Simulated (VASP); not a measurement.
# Mg6CuB (Amm2) in VASP: further runs, part 2 of 2

VASP 6.6.1.

## Step 3: Single point, PBE

The input, run.py:

```python
from ase.calculators.vasp import Vasp
from ase.dft.bandgap import bandgap
from ase.io import read

atoms = read('Mg6CuB.cif')
calc = Vasp(
    directory='calc',
    xc='pbe',
    pp='PBE',
    setups='recommended',
    pp_version='54',
    prec='Accurate',
    encut=520,
    ediff=1e-06,
    ismear=0,
    sigma=0.1,
    lreal=False,
    lasph=True,
    nelm=80,
    algo='Fast',
    isif=2,
    lwave=False,
    lcharg=False,
    kpts=[7, 5, 5],
    gamma=True,
)
atoms.calc = calc

print('energy (eV):', atoms.get_potential_energy())
print('free energy (eV):', atoms.get_potential_energy(force_consistent=True))
print('forces (eV/A):')
print(atoms.get_forces())
print('stress (eV/A^3, Voigt):', atoms.get_stress())
print('Fermi level (eV):', calc.get_fermi_level())
gap, top, bottom = bandgap(calc)
print('band gap (eV):', gap, 'from (spin, k, band)', top, 'to', bottom)
```

The input, Mg6CuB.cif:

```cif
data_Mg6CuB
_cell_length_a 3.70907800
_cell_length_b 6.39886087
_cell_length_c 6.39886087
_cell_angle_alpha 78.49138913
_cell_angle_beta 90.00000000
_cell_angle_gamma 90.00000000
_space_group_name_H-M_alt 'P1'
_space_group_name_Hall 'P 1'
_space_group_IT_number 1
loop_
_space_group_symop_operation_xyz
'x,y,z'
loop_
_atom_site_label
_atom_site_type_symbol
_atom_site_symmetry_multiplicity
_atom_site_Wyckoff_symbol
_atom_site_fract_x
_atom_site_fract_y
_atom_site_fract_z
_atom_site_occupancy
Cu1 Cu 1 a 0.0000000000 0.9480530000 0.9480530000 1
Mg1 Mg 1 a 0.5000000000 0.1373250000 0.1373250000 1
Mg2 Mg 1 a 0.5000000000 0.1015620000 0.6667150000 1
Mg3 Mg 1 a 0.5000000000 0.6667150000 0.1015620000 1
Mg4 Mg 1 a 0.0000000000 0.3703950000 0.3703950000 1
Mg5 Mg 1 a 0.0000000000 0.4473610000 0.8057860000 1
Mg6 Mg 1 a 0.0000000000 0.8057860000 0.4473610000 1
B1 B 1 a 0.5000000000 0.5228050000 0.5228050000 1
```

Potentials or basis: VASP PAW PBE potentials, release 54 (Cu, Mg, B).

Run with:

```sh
> python run.py
```

Log:

```text
energy (eV): -17.98250737
free energy (eV): -17.99355254
forces (eV/A):
[[ 0.         -0.03698346 -0.03021212]
 [ 0.         -0.03441983 -0.02811787]
 [ 0.          0.01545047  0.02677531]
 [ 0.          0.02931959  0.00979775]
 [ 0.         -0.0896234  -0.07321416]
 [ 0.         -0.00136276  0.08953521]
 [ 0.          0.08746319 -0.01919899]
 [ 0.          0.0301562   0.02463487]]
stress (eV/A^3, Voigt): [-0.00278092 -0.00229987 -0.00180061 -0.00122601 -0.         -0.        ]
Fermi level (eV): 3.21456774
band gap (eV): 0.0 from (spin, k, band) (None, None, None) to (None, None, None)
```

OUTCAR:

```text
ENCUT = 520.000000
   EDIFF = 1.00e-06
   GGA = PE
   PREC = Accurate
   ISIF = 2
   ISMEAR = 0
   NELM = 80
   LASPH = .TRUE.
   LREAL = .FALSE.

 ion  position               nearest neighbor table
   1  0.000  0.948  0.948-   4 2.63   4 2.63   3 2.63   3 2.63   2 2.64   2 2.64   7 3.14   6 3.14

   2  0.500  0.137  0.137-   1 2.64   1 2.64   5 2.96   5 2.96   4 3.07   3 3.07   6 3.19   6 3.19
                             7 3.19   7 3.19   3 3.35   4 3.35
   3  0.500  0.102  0.667-   1 2.63   1 2.63   8 2.67   5 2.95   5 2.95   2 3.07   6 3.15   6 3.15
                             7 3.17   7 3.17   2 3.35   4 3.52
   4  0.500  0.667  0.102-   1 2.63   1 2.63   8 2.67   5 2.95   5 2.95   2 3.07   7 3.15   7 3.15
                             6 3.17   6 3.17   2 3.35   3 3.52
   5  0.000  0.370  0.370-   8 2.39   8 2.39   7 2.92   6 2.92   3 2.95   3 2.95   4 2.95   4 2.95
                             2 2.96   2 2.96   6 3.55   7 3.55
   6  0.000  0.447  0.806-   8 2.57   8 2.57   7 2.90   5 2.92   1 3.14   3 3.15   3 3.15   4 3.17
                             4 3.17   2 3.19   2 3.19   5 3.55
   7  0.000  0.806  0.447-   8 2.57   8 2.57   6 2.90   5 2.92   1 3.14   4 3.15   4 3.15   3 3.17
                             3 3.17   2 3.19   2 3.19   5 3.55
[... 216 lines left out ...]
      6       0.0347      2.00000
[... 481 lines left out ...]
      5      -0.1139      2.00000
      6       0.0905      2.00000
[... 10 lines left out ...]
     17       4.9406      0.00000
     18       5.7515      0.00000

 [... further k-points ...]

------------------------ aborting loop because EDIFF is reached ----------------------------------------

  FORCE on cell =-STRESS in cart. coord.  units (eV):
  Direction    XX          YY          ZZ          XY          YZ          ZX
  --------------------------------------------------------------------------------------
  -------------------------------------------------------------------------------------
  Total        0.4138458      0.3422579      0.2679608      0.0000000      0.1824504      0.0000000
  in kB        4.4555203      3.6847945      2.8849026      0.0000000      1.9642861      0.0000000
  external PRESSURE =       3.6750725 kB  Pullay stress =       0.0000000 kB

 VOLUME and BASIS-vectors are now :
 -----------------------------------------------------------------------------
  energy-cutoff  :      520.00
  volume of cell :      148.82
      direct lattice vectors                 reciprocal lattice vectors
     3.709078000  0.000000000  0.000000000     0.269608781  0.000000000  0.000000000
     0.000000000  6.398860870  0.000000000     0.000000000  0.156277816 -0.031819541
     0.000000000  1.276670026  6.270210051     0.000000000  0.000000000  0.159484290

 POSITION                                       TOTAL-FORCE (eV/Angst)
 -----------------------------------------------------------------------------------
      0.00000      7.27681      5.94449         0.000000     -0.036983     -0.030212
      1.85454      1.05404      0.86106         0.000000     -0.034420     -0.028118
      1.85454      1.50106      4.18044         0.000000      0.015450      0.026775
      1.85454      4.39588      0.63682         0.000000      0.029320      0.009798
      0.00000      2.84298      2.32245         0.000000     -0.089623     -0.073214
      0.00000      3.89132      5.05245         0.000000     -0.001363      0.089535
      0.00000      5.72724      2.80505         0.000000      0.087463     -0.019199
      1.85454      4.01281      3.27810         0.000000      0.030156      0.024635
 -----------------------------------------------------------------------------------
    total drift:                               -0.000000      0.000691      0.000564

  FREE ENERGIE OF THE ION-ELECTRON SYSTEM (eV)
  ---------------------------------------------------
  free  energy   TOTEN  =       -17.9935525353 eV

  energy  without entropy=      -17.9714621998  energy(sigma->0) =      -17.98250737
```

INCAR:

```text
ENCUT = 520.000000
SIGMA = 0.100000
EDIFF = 1.00e-06
ALGO = Fast
GGA = PE
PREC = Accurate
ISIF = 2
ISMEAR = 0
NELM = 80
LASPH = .TRUE.
LCHARG = .FALSE.
LWAVE = .FALSE.
LREAL = .FALSE.
```

Run time: 74 s. Hardware: 1 thread of Intel Xeon Platinum 8559C (Emerald Rapids), shared host; peak memory 0.3 GiB.

Results:

| Item | Value |
| --- | --- |
| Free energy | -17.9936 eV |
| Pressure | 0.4 GPa |
| Largest force | 0.116 eV/Å |
| Band gap on the k mesh | none (metal or under the smearing width) |

Forces in eV/Å, atoms in the order of the input:
```
Cu   0.000 -0.037 -0.030
Mg   0.000 -0.034 -0.028
Mg   0.000  0.015  0.027
Mg   0.000  0.029  0.010
Mg   0.000 -0.090 -0.073
Mg   0.000 -0.001  0.090
Mg   0.000  0.087 -0.019
B    0.000  0.030  0.025
```
